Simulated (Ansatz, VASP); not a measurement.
Two plane-wave programs on FeAu

Contents of INCAR:

```
SYSTEM = FeAu
PREC = Accurate
ENCUT = 520
EDIFF = 1E-6
ISMEAR = -1
SIGMA = 0.46
LREAL = .FALSE.
LASPH = .TRUE.
NELM = 150
ALGO = Fast
ISIF = 2
LWAVE = .FALSE.
LCHARG = .FALSE.
ISPIN = 2
MAGMOM = 3.23 0
LORBIT = 11
LMAXMIX = 4
GGA = PE
NBANDS = 20
```

File KPOINTS:

```
regular mesh
0
G
  6 6 6
  0 0 0
```

POSCAR

```
FeAu
1.0
    1.4117478522      0.8150730025      4.4694532999
   -1.4117478522      0.8150730025      4.4694532999
    0.0000000000     -1.6301460050      4.4694532999
Fe Au
1 1
Direct
    0.5000000000      0.5000000000      0.5000000000
    0.0000000000      0.0000000000      0.0000000000
```

Input for Ansatz:

```yaml
crystal:
  lattice:
    - [1.4117478522, 0.8150730025, 4.4694532999]
    - [-1.4117478522, 0.8150730025, 4.4694532999]
    - [0.0, -1.630146005, 4.4694532999]
  atoms:
    - { symbol: Fe, position: [0.5, 0.5, 0.5], spin: 3.23 }
    - { symbol: Au, position: [0.0, 0.0, 0.0] }
basis:
  ecutwfc: 550
kpoints:
  mp_grid: { grid: [6, 6, 6] }
hamiltonian:
  xc: pbe
scf:
  occupations: { method: fermi_dirac, width: 0.46 }
  lower_state_search: "off"
output:
  forces: true
  stress: true
  eigenvalues: true
  populations: true
magnetization:
  spin_polarized: true
```

Alike in both runs: task single point; functional PBE; k mesh 6 × 6 × 6; occupations fermi-dirac, width 0.46 eV; collinear spin.

|  | VASP | Ansatz |
| --- | --- | --- |
| version | VASP 6.6.1 | Ansatz 0.2.0 |
| potentials or method | VASP PAW PBE potentials, release 64 (Fe, Au) | scalar-relativistic, plane waves, PAW |
| plane-wave cutoff (eV) | 520 | 550 |
| valence electrons in the cell | 19 | 35 |

Ansatz gave:

```
gap on the k mesh at the Fermi level (eV)                     : none
pressure (GPa)                                                : 1.2
largest component of the traceless stress (GPa)               : 1.29
net moment per atom (μB)                                      : 1.32
size of the moment on the site where the two differ most (μB) : 2.62
```

Question: Which values does VASP return?

Answer: gap on the k mesh at the Fermi level (eV): none; pressure (GPa): 1.2; largest component of the traceless stress (GPa): 1.29; net moment per atom (μB): 1.32; size of the moment on the site where the two differ most (μB): 2.58.

Site moments also hang on the region over which each program counts them. A gap of «none» marks a metal or a gap that the smearing closes. The two sets of potentials don't hold the same shells in valence.

Caveats: the k mesh is coarse (spacing up to 0.44 Å⁻¹), so the values aren't converged. Spin-orbit coupling is left out, which matters for the levels of Au.
